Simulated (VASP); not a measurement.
Input for VASP

### INCAR
```
SYSTEM = SrWN3
PREC = Accurate; ENCUT = 520; LREAL = F
LASPH = T
EDIFF = 1E-6; NELM = 100; ALGO = Normal
LMAXMIX = 6
ISMEAR = 0; SIGMA = 0.05
GGA = PS
IBRION = 2; NSW = 60; ISIF = 3
EDIFFG = -0.02
LWAVE = F; LCHARG = F
```

File POSCAR:
```
SrWN3
1
    3.6522308443     0.0068594133    -0.0003411461
   -0.1005708194     6.2935847360     0.0173738109
   -0.7464598157    -2.2539319532     6.1513506043
Sr W N
2 2 6
Direct
  0.0338698633   0.9185300639   0.3586314895
  0.9677748972   0.3871485626   0.8902678581
  0.5206028581   0.4182076671   0.3663485448
  0.4432552737   0.8955991197   0.8710993714
  0.0333111241   0.4900152140   0.3121733863
  0.6178040585   0.7572787425   0.5718270596
  0.4837599391   0.7186445090   0.0353735514
  0.9191181623   0.8706298167   0.7342084315
  0.5370038290   0.2438688184   0.5326035435
  0.4919099947   0.1951874861   0.0577567637
```

File KPOINTS:
```
Automatic mesh
0
Gamma
6 4 4
0 0 0
```

POTCAR, in this order: Sr_sv W_sv N (PBE.64 set). Program: vasp_std.

### Question
Write an equivalent input for Quantum ESPRESSO's pw.x.

### Answer
One equivalent input (not run):
```
&CONTROL
  calculation = 'vc-relax'
  pseudo_dir = './pseudo'
  outdir = './out'
  tprnfor = .true.
  tstress = .true.
  nstep = 60
  forc_conv_thr = 0.00078
/
&SYSTEM
  ibrav = 0
  nat = 10
  ntyp = 3
  ecutwfc = 84
  occupations = 'smearing'
  smearing = 'gaussian'
  degauss = 0.003675
  input_dft = 'pbesol'
/
&ELECTRONS
  conv_thr = 7.3e-08
  electron_maxstep = 100
/
&IONS
/
&CELL
/
ATOMIC_SPECIES
  Sr 87.620 Sr.upf
  W 183.840 W.upf
  N 14.007 N.upf
CELL_PARAMETERS angstrom
     3.6522308    0.0068594   -0.0003411
    -0.1005708    6.2935847    0.0173738
    -0.7464598   -2.2539320    6.1513506
ATOMIC_POSITIONS crystal
  Sr   0.0338699  0.9185301  0.3586315
  Sr   0.9677749  0.3871486  0.8902679
  W    0.5206029  0.4182077  0.3663485
  W    0.4432553  0.8955991  0.8710994
  N    0.0333111  0.4900152  0.3121734
  N    0.6178041  0.7572787  0.5718271
  N    0.4837599  0.7186445  0.0353736
  N    0.9191182  0.8706298  0.7342084
  N    0.5370038  0.2438688  0.5326035
  N    0.4919100  0.1951875  0.0577568
K_POINTS automatic
  6 4 4 0 0 0
```
Limits of the translation: the potentials are each code's own (VASP's PAW set, PseudoDojo norm-conserving files in pw.x), so ENCUT and ecutwfc are chosen apart and not converted; conv_thr bounds pw.x's estimated SCF error, while EDIFF bounds the energy change between steps; forc_conv_thr acts on force components and is met together with etot_conv_thr.

The structure comes from a computed database's SrWN3 entry; how it stands against other phases isn't given here. This run relaxes it. The start is the result of an earlier pass.
